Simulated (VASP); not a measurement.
Data:

```
CELL_PARAMETERS angstrom
      0.00000     3.23000     3.23000
      3.23000     0.00000     3.23000
      3.23000     3.23000     0.00000
ATOMIC_POSITIONS crystal
  Te 0.50000 0.50000 0.50000
  Pb 0.00000 0.00000 0.00000
```

These are LDA (Ceperley-Alder, Perdew-Zunger), VASP's LDA PAW potentials (set 64) (plane waves; VASP) values and carry that method's errors. Numerical set-up: 300 eV cut-off, 5×5×5 Γ-centred mesh, Gaussian smearing of 0.020 eV, potentials Te Pb_d.

At this cut-off the stress carries a Pulay error, which pulls relaxed volumes low.

**Question.** Give the stress tensor in GPa (positive for a compressed cell).

**Answer.** 
```
-1.90   0.00   0.00
 0.00  -1.90   0.00
 0.00   0.00  -1.90
```
The pressure is its mean diagonal, -1.90 GPa.

The structure is a typed PbTe crystal. The cell was not relaxed at this level.
